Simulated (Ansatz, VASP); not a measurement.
**CaC2: VASP beside Ansatz**

Aim: how closely do two programs agree when they are given the same cell, functional and k mesh? The cell is taken from a series of runs on this material, whose earlier steps may have relaxed, scaled, displaced or heated it; both programs get it as it stands.

Calculated with Ansatz 0.2.0; plane waves, with VASP 6.6.1 beside it; dielectric response at PBEsol.

### 1. Set-up

The structure is orthorhombic, space group Immm (No. 71). The conventional cell has a = 3.790 Å, b = 4.887 Å, c = 5.360 Å, α = 90.00°, β = 90.00°, γ = 90.00°. Nearest to Ca lie 8 C at 2.62 to 2.75 Å. C has 1 C at 1.26 Å and 4 Ca at 2.62 to 2.75 Å nearest. Farther neighbours are not listed.

### 2. VASP: dielectric response, PBEsol

The response to a field tests empty states and converges slowly with the mesh.

Lines of VASP's logs that name or quote its potential files are left out, and so is its time.

INCAR reads:

```
SYSTEM = CaC2
PREC = Accurate
ENCUT = 520
EDIFF = 1E-08
NELM = 120
ISMEAR = 0
SIGMA = 0.01
LREAL = .FALSE.
ALGO = Normal
GGA = PS
NBANDS = 15
LORBIT = 11
LWAVE = .FALSE.
LCHARG = .FALSE.
ISIF = 2
LEPSILON = .TRUE.
LASPH = .TRUE.
GGA_COMPAT = .FALSE.
KPAR = 2
```

POSCAR reads:

```
CaC2
1.0
   -1.8948765550      2.4432612300      2.6801311800
    1.8948765550     -2.4432612300      2.6801311800
    1.8948765550      2.4432612300     -2.6801311800
Ca C
1 2
Direct
    0.0000000000      0.0000000000      0.0000000000
    0.3712390700      0.5000000000      0.8712390700
    0.6287609300      0.5000000000      0.1287609300
```

KPOINTS reads:

```
Automatic mesh
0
Gamma
8 8 8
0 0 0
```

PAW data sets: Ca_sv and C (PBE family, release 64).

Command:

```
mpirun -np 2 vasp_std
```

Numbers of over 12 decimals in the logs are rounded to 6 here.

The log of the run:

```text
[banner, memory and clock lines left out]
running    2 mpi-ranks, on    1 nodes
 distrk:  each k-point on    1 cores,    2 groups
 distr:  one band on    1 cores,    1 groups

 POSCAR found type information on POSCAR CaC
 POSCAR found :  2 types and       3 ions
|                                                                             |
|               ----> ADVICE to this user running VASP <----                  |
|                                                                             |
|     You enforced a specific xc type in the INCAR file but a different       |
|     [... a line on the potential file left out ...]
|     I HOPE YOU KNOW WHAT YOU ARE DOING!                                     |
|                                                                             |

 LDA part: xc-table for (Slater+PW92), standard interpolation
 POSCAR, INCAR and KPOINTS ok, starting setup
 FFT: planning ... GRIDC
 FFT: planning ... GRID_SOFT
 FFT: planning ... GRID
 WAVECAR not read
 entering main loop
       N       E                     dE             d eps       ncg     rms          rms(c)
DAV:   1     0.116804073476E+03    0.11680E+03   -0.89323E+03  2850   0.113E+03
DAV:   2    -0.173849034388E+02   -0.13419E+03   -0.12934E+03  3529   0.277E+02
DAV:   3    -0.233498447776E+02   -0.59649E+01   -0.59423E+01  3912   0.581E+01
DAV:   4    -0.236241915874E+02   -0.27435E+00   -0.27424E+00  4749   0.103E+01
DAV:   5    -0.236257184777E+02   -0.15269E-02   -0.15268E-02  3871   0.803E-01    0.877E+00
DAV:   6    -0.213401946286E+02    0.22855E+01   -0.49329E+00  3347   0.119E+01    0.421E+00
DAV:   7    -0.211707289854E+02    0.16947E+00   -0.13805E+00  4188   0.622E+00    0.171E+00
DAV:   8    -0.211747587929E+02   -0.40298E-02   -0.22365E-01  3522   0.301E+00    0.478E-01
DAV:   9    -0.211662739173E+02    0.84849E-02   -0.44581E-02  3545   0.126E+00    0.127E-01
DAV:  10    -0.211669557745E+02   -0.68186E-03   -0.44084E-03  4438   0.391E-01    0.830E-02
DAV:  11    -0.211670999851E+02   -0.14421E-03   -0.16992E-04  3996   0.887E-02    0.609E-02
DAV:  12    -0.211669929367E+02    0.10705E-03   -0.47272E-04  3508   0.138E-01    0.772E-03
DAV:  13    -0.211669963444E+02   -0.34077E-05   -0.26369E-05  3928   0.393E-02    0.500E-03
DAV:  14    -0.211669962924E+02    0.51936E-07   -0.98218E-07  4140   0.688E-03    0.378E-03
DAV:  15    -0.211669958810E+02    0.41145E-06   -0.22997E-07  3702   0.381E-03    0.121E-03
DAV:  16    -0.211669957586E+02    0.12235E-06   -0.54560E-08  3729   0.165E-03    0.256E-04
DAV:  17    -0.211669957477E+02    0.10923E-07   -0.29298E-09  1901   0.408E-04    0.769E-05
DAV:  18    -0.211669957349E+02    0.12768E-07   -0.11831E-09  1698   0.251E-04    0.553E-05
DAV:  19    -0.211669957375E+02   -0.25339E-08   -0.53668E-10  1747   0.148E-04
   1 F= -.21166996E+02 E0= -.21166996E+02  d E =-.405534-106
 Linear response reoptimize wavefunctions to high precision
DAV:   1    -0.211669957391E+02   -0.16478E-08   -0.23739E-10  1761   0.817E-05
DAV:   2    -0.211669957391E+02   -0.15689E-10   -0.12720E-10  1663   0.581E-05
 Linear response G [H, r] |phi>, progress :
  Direction:   1
       N       E                     dE             d eps       ncg     rms
RMM:   1    -0.625032367325E+02   -0.62503E+02    0.58828E+02  4996   0.152E+02
RMM:   2    -0.614558222785E+02    0.10474E+01   -0.13755E+01  5084   0.261E+01
RMM:   3    -0.622345731532E+02   -0.77875E+00   -0.48698E+00  6373   0.837E+00
RMM:   4    -0.623800677860E+02   -0.14549E+00   -0.78536E-01  6781   0.287E+00
RMM:   5    -0.624061350445E+02   -0.26067E-01   -0.17549E-01  6748   0.120E+00
RMM:   6    -0.624100894214E+02   -0.39544E-02   -0.32801E-02  6904   0.524E-01
RMM:   7    -0.624110213286E+02   -0.93191E-03   -0.86465E-03  6883   0.253E-01
RMM:   8    -0.624112530179E+02   -0.23169E-03   -0.23592E-03  6882   0.119E-01
RMM:   9    -0.624113098139E+02   -0.56796E-04   -0.95603E-04  6730   0.594E-02
RMM:  10    -0.624113247940E+02   -0.14980E-04   -0.33026E-04  6682   0.304E-02
RMM:  11    -0.624113290864E+02   -0.42925E-05   -0.30074E-04  6517   0.163E-02
RMM:  12    -0.624113304317E+02   -0.13452E-05   -0.69896E-05  6304   0.909E-03
RMM:  13    -0.624113307839E+02   -0.35224E-06   -0.53328E-05  6147   0.530E-03
RMM:  14    -0.624113310083E+02   -0.22436E-06    0.33826E-05  5903   0.343E-03
RMM:  15    -0.624113310029E+02    0.53924E-08   -0.39815E-05  5627   0.244E-03
RMM:  16    -0.624113310133E+02   -0.10446E-07   -0.46526E-06  5249   0.187E-03
RMM:  17    -0.624113309992E+02    0.14115E-07   -0.10673E-05  4885   0.158E-03
RMM:  18    -0.624113309390E+02    0.60220E-07   -0.24293E-06  4496   0.142E-03
RMM:  19    -0.624113309725E+02   -0.33470E-07   -0.17323E-05  4239   0.133E-03
RMM:  20    -0.624113309777E+02   -0.52138E-08   -0.37269E-05  4044   0.128E-03
RMM:  21    -0.624113310269E+02   -0.49222E-07   -0.36604E-05  3820   0.124E-03
[...]
RMM:   2    -0.384408073455E+00   -0.22368E-01   -0.42806E-02  5459   0.112E+00
RMM:   3    -0.387100639214E+00   -0.26926E-02   -0.13497E-02  6331   0.403E-01
RMM:   4    -0.387681674980E+00   -0.58104E-03   -0.16281E-03  6626   0.131E-01
RMM:   5    -0.387764885991E+00   -0.83211E-04   -0.31812E-04  6756   0.543E-02
RMM:   6    -0.387778301751E+00   -0.13416E-04   -0.48694E-05  6633   0.221E-02
[...]
RMM:   5    -0.423573248217E+00   -0.75565E-04   -0.29300E-04  6821   0.537E-02
RMM:   6    -0.423584460195E+00   -0.11212E-04   -0.49715E-05  6673   0.232E-02
RMM:   7    -0.423587063720E+00   -0.26035E-05   -0.17887E-05  6527   0.105E-02
RMM:   8    -0.423587558077E+00   -0.49436E-06   -0.62648E-06  6390   0.484E-03
RMM:   9    -0.423587676666E+00   -0.11859E-06   -0.73246E-06  6244   0.232E-03
RMM:  10    -0.423587699937E+00   -0.23272E-07   -0.37109E-06  6100   0.107E-03
RMM:  11    -0.423587706037E+00   -0.60996E-08   -0.21478E-06  5803   0.511E-04
RMM:  12    -0.423587707345E+00   -0.13084E-08   -0.73056E-07  5363   0.249E-04
RMM:  13    -0.423587707433E+00   -0.87861E-10   -0.44201E-07  4826   0.135E-04
RMM:  14    -0.423587707508E+00   -0.75034E-10   -0.15456E-07  4345   0.858E-05
RMM:  15    -0.423587706356E+00    0.11528E-08   -0.57129E-08  3714   0.685E-05
 change of polarisation eV/A/(eV/A) component  3 :    -0.068    -0.153     0.847
 dielectric tensor                  component  3 :    -0.250    -0.557     4.089
 Linear response to external field, progress :
  Direction:   1
       N       E                     dE             d eps       ncg     rms          rms(c)
RMM:   1    -0.362039774425E+00   -0.36204E+00   -0.97656E-01  6460   0.473E+00
RMM:   2    -0.384408085225E+00   -0.22368E-01   -0.42806E-02  5456   0.112E+00    0.929E-01
RMM:   3    -0.352376388288E+00    0.32032E-01   -0.44332E-02  5537   0.132E+00    0.409E-01
RMM:   4    -0.360405881431E+00   -0.80295E-02   -0.31332E-02  5854   0.104E+00    0.159E-01
RMM:   5    -0.369850767074E+00   -0.94449E-02   -0.65285E-03  6175   0.395E-01    0.260E-02
RMM:   6    -0.371073202189E+00   -0.12224E-02   -0.11866E-03  6551   0.159E-01    0.218E-02
RMM:   7    -0.371265496506E+00   -0.19229E-03   -0.19925E-04  6496   0.665E-02    0.126E-02
RMM:   8    -0.371464270540E+00   -0.19877E-03   -0.58880E-05  6737   0.324E-02    0.272E-03
RMM:   9    -0.371429311232E+00    0.34959E-04   -0.18356E-05  6921   0.141E-02    0.150E-03
RMM:  10    -0.371429515144E+00   -0.20391E-06   -0.14561E-05  7065   0.660E-03    0.223E-03
RMM:  11    -0.371425329404E+00    0.41857E-05   -0.39145E-06  6898   0.312E-03    0.286E-03
RMM:  12    -0.371426860839E+00   -0.15314E-05   -0.26752E-06  6881   0.150E-03    0.259E-03
RMM:  13    -0.371428453303E+00   -0.15925E-05   -0.96228E-07  6983   0.770E-04    0.243E-03
 change of polarisation eV/A/(eV/A) component  1 :     0.687     0.101    -0.063
 dielectric tensor                  component  1 :     3.503     0.368    -0.229
 Linear response to external field, progress :
  Direction:   2
       N       E                     dE             d eps       ncg     rms          rms(c)
RMM:   1    -0.603743114293E+00   -0.60374E+00   -0.26483E+00  6507   0.536E+00
RMM:   2    -0.631690342263E+00   -0.27947E-01   -0.51031E-02  5611   0.122E+00    0.219E+00
RMM:   3    -0.509007899827E+00    0.12268E+00   -0.72086E-01  5803   0.335E+00    0.902E-01
RMM:   4    -0.501360758561E+00    0.76471E-02   -0.44059E-02  6017   0.105E+00    0.417E-01
RMM:   5    -0.521417457779E+00   -0.20057E-01   -0.95330E-03  5930   0.683E-01    0.950E-02
RMM:   6    -0.525972463107E+00   -0.45550E-02   -0.44422E-03  6348   0.272E-01    0.451E-02
RMM:   7    -0.527644850261E+00   -0.16724E-02   -0.71057E-04  6502   0.122E-01    0.209E-02
RMM:   8    -0.528023753516E+00   -0.37890E-03   -0.15835E-04  6670   0.510E-02    0.635E-03
RMM:   9    -0.528141273990E+00   -0.11752E-03   -0.47555E-05  6728   0.225E-02    0.314E-03
RMM:  10    -0.528176996696E+00   -0.35723E-04   -0.23583E-05  6857   0.104E-02    0.247E-03
RMM:  11    -0.528203424208E+00   -0.26428E-04   -0.47242E-06  6872   0.601E-03    0.600E-04
RMM:  12    -0.528189627707E+00    0.13797E-04   -0.86071E-07  6934   0.259E-03    0.446E-04
RMM:  13    -0.528196294416E+00   -0.66667E-05   -0.67976E-07  6926   0.127E-03    0.124E-04
RMM:  14    -0.528196003389E+00    0.29103E-06   -0.13875E-07  6943   0.609E-04    0.949E-05
RMM:  15    -0.528196244623E+00   -0.24123E-06   -0.17645E-07  6455   0.299E-04    0.440E-05
RMM:  16    -0.528196273601E+00   -0.28978E-07   -0.83271E-08  5965   0.182E-04    0.102E-05
RMM:  17    -0.528196140723E+00    0.13288E-06   -0.98698E-08  4761   0.123E-04    0.817E-06
 change of polarisation eV/A/(eV/A) component  2 :     0.086     0.969    -0.119
 dielectric tensor                  component  2 :     0.312     4.533    -0.432
 Linear response to external field, progress :
  Direction:   3
       N       E                     dE             d eps       ncg     rms          rms(c)
RMM:   1    -0.397015822218E+00   -0.39702E+00   -0.12197E+00  6479   0.477E+00
RMM:   2    -0.419941890451E+00   -0.22926E-01   -0.52502E-02  5502   0.116E+00    0.932E-01
RMM:   3    -0.387965084760E+00    0.31977E-01   -0.40564E-02  5471   0.131E+00    0.423E-01
RMM:   4    -0.396635619097E+00   -0.86705E-02   -0.33705E-02  5810   0.108E+00    0.159E-01
RMM:   5    -0.405711791650E+00   -0.90762E-02   -0.73637E-03  6311   0.398E-01    0.319E-02
RMM:   6    -0.407148773574E+00   -0.14370E-02   -0.14104E-03  6553   0.160E-01    0.254E-02
RMM:   7    -0.407543063799E+00   -0.39429E-03   -0.25595E-04  6224   0.797E-02    0.116E-02
RMM:   8    -0.407571623784E+00   -0.28560E-04   -0.81299E-05  6577   0.410E-02    0.363E-03
RMM:   9    -0.407598414266E+00   -0.26790E-04   -0.44761E-05  7009   0.185E-02    0.216E-03
RMM:  10    -0.407603734084E+00   -0.53198E-05   -0.26000E-05  7043   0.763E-03    0.246E-03
RMM:  11    -0.407632515098E+00   -0.28781E-04   -0.83432E-06  6257   0.662E-03    0.410E-03
RMM:  12    -0.407605611257E+00    0.26904E-04   -0.49714E-06  6343   0.397E-03    0.154E-04
RMM:  13    -0.407610410973E+00   -0.47997E-05   -0.22948E-06  6874   0.162E-03    0.295E-04
RMM:  14    -0.407609477345E+00    0.93363E-06   -0.14763E-06  6867   0.731E-04    0.347E-05
RMM:  15    -0.407609253935E+00    0.22341E-06   -0.46233E-07  6599   0.326E-04    0.507E-05
RMM:  16    -0.407609569839E+00   -0.31590E-06   -0.29047E-07  5321   0.143E-04    0.233E-05
RMM:  17    -0.407609938472E+00   -0.36863E-06   -0.98210E-08  4871   0.985E-05    0.295E-05
RMM:  18    -0.407609862887E+00    0.75585E-07   -0.38356E-08  3776   0.667E-05    0.119E-05
RMM:  19    -0.407609874081E+00   -0.11194E-07    0.14695E-09  3525   0.610E-05    0.699E-06
 change of polarisation eV/A/(eV/A) component  3 :    -0.064    -0.151     0.756
 dielectric tensor                  component  3 :    -0.232    -0.552     3.757
 Born effective charges drift removed
```

From OUTCAR (step 2):

```text
ion  position               nearest neighbor table
   1  0.000  0.000  0.000-
   2  0.371  0.500  0.871-   3 1.26
   3  0.629  0.500  0.129-   2 1.26

  LATTYP: Found a body centered orthorhombic cell.
 ALAT       =     3.7897531100
 B/A-ratio  =     1.2894039053
 C/A-ratio  =     1.4144093835

 Subroutine GETGRP returns: Found  8 space group operations
 (whereof  8 operations were pure point group operations)

The static configuration has the point symmetry D_2h.

 Found     95 irreducible k-points:

   k-points           NKPTS =     95   k-points in BZ     NKDIM =     95   number of bands    NBANDS=     15

   dimension x,y,z NGX =    30 NGY =   30 NGZ =   30
   dimension x,y,z NGXF=    60 NGYF=   60 NGZF=   60

   ENCUT  =  520.0 eV  38.22 Ry    6.18 a.u.   7.61  7.61  7.61*2*pi/ulx,y,z

   NELECT =      18.0000    total number of electrons

 k-points in reciprocal lattice and weights: Automatic mesh
   0.00000000  0.00000000  0.00000000       0.002
   0.12500000  0.00000000  0.00000000       0.008
   0.25000000  0.00000000  0.00000000       0.008
   0.37500000  0.00000000  0.00000000       0.008
   0.50000000  0.00000000  0.00000000       0.004
   0.00000000  0.12500000  0.00000000       0.008
   0.12500000  0.12500000  0.00000000       0.016
   0.25000000  0.12500000  0.00000000       0.016
   0.37500000  0.12500000  0.00000000       0.016
[...]
-0.37500000 -0.37500000  0.37500000       0.004
   0.50000000  0.50000000  0.50000000       0.002

 average (electrostatic) potential at core
       1 -46.4600       2 -51.4430       3 -51.4430

  Total       -0.6498229     -0.5189812     -0.7299502     -0.0000000      0.0000000      0.0000000
  in kB      -20.9767753    -16.7531049    -23.5633467     -0.0000000      0.0000000      0.0000000
  external PRESSURE =     -20.4310756 kB  Pullay stress =       0.0000000 kB

  energy-cutoff  :      520.00
  volume of cell :       49.63
      direct lattice vectors                 reciprocal lattice vectors
    -1.894876555  2.443261230  2.680131180     0.000000000  0.204644511  0.186558033
     1.894876555 -2.443261230  2.680131180     0.263869432  0.000000000  0.186558033
     1.894876555  2.443261230 -2.680131180     0.263869432  0.204644511  0.000000000

 POSITION                                       TOTAL-FORCE (eV/Angst)
 -----------------------------------------------------------------------------------
      0.00000      0.00000      0.00000        -0.000000      0.000000      0.000000
      1.89488      1.81407     -0.00000         0.000000     -0.116971     -0.000000
     -0.00000      0.62919      2.68013         0.000000      0.116971     -0.000000
 -----------------------------------------------------------------------------------
    total drift:                                0.000000      0.000000      0.000000

 MACROSCOPIC STATIC DIELECTRIC TENSOR (including local field effects in DFT)
 ------------------------------------------------------
           3.502943     0.000000     0.000000
           0.000000     4.532780     0.000000
           0.000000     0.000000     3.757226
 ------------------------------------------------------

 PIEZOELECTRIC TENSOR (including local field effects)  for field in x, y, z        (C/m^2)
          XX          YY          ZZ          XY          YZ          ZX
  --------------------------------------------------------------------------------
  x     0.00000     0.00000     0.00000     0.00000     0.00000     0.00000
  y     0.00000     0.00000     0.00000     0.00000     0.00000     0.00000
  z     0.00000     0.00000     0.00000     0.00000     0.00000     0.00000

 BORN EFFECTIVE CHARGES (including local field effects) (in |e|, cummulative output)
 ---------------------------------------------------------------------------------
 ion    1
    1     2.23325    -0.00000     0.00000
    2    -0.00000     2.35213     0.00000
    3     0.00000     0.00000     2.43723
 ion    2
    1    -1.11662     0.00000     0.00000
    2     0.00000    -1.17606     0.00000
    3     0.00000     0.00000    -1.21861
 ion    3
    1    -1.11662     0.00000     0.00000
    2     0.00000    -1.17606     0.00000
    3     0.00000     0.00000    -1.21861
```

The gap is read on the k-mesh alone, so it is an upper bound where the band edges lie off the mesh. Energies printed during the response cycles are not total energies of the cell. The PAW data sets were made with PBE, which is usual practice but a small mismatch for other functionals.

[end of part 1 of 2]

[Lines on the potential files, build, host, timing and source positions are cut from VASP's logs without a mark.]

[Logs are printed without paths, hosts, clocks, repeated set-up lines and the standing remarks that a program may print on its own settings, such as how far it seeks lower states.]

[Hosts, paths, dates, database ids (printed as entryN), source tags and the programs' standing remarks are cut or masked in the printed files.]
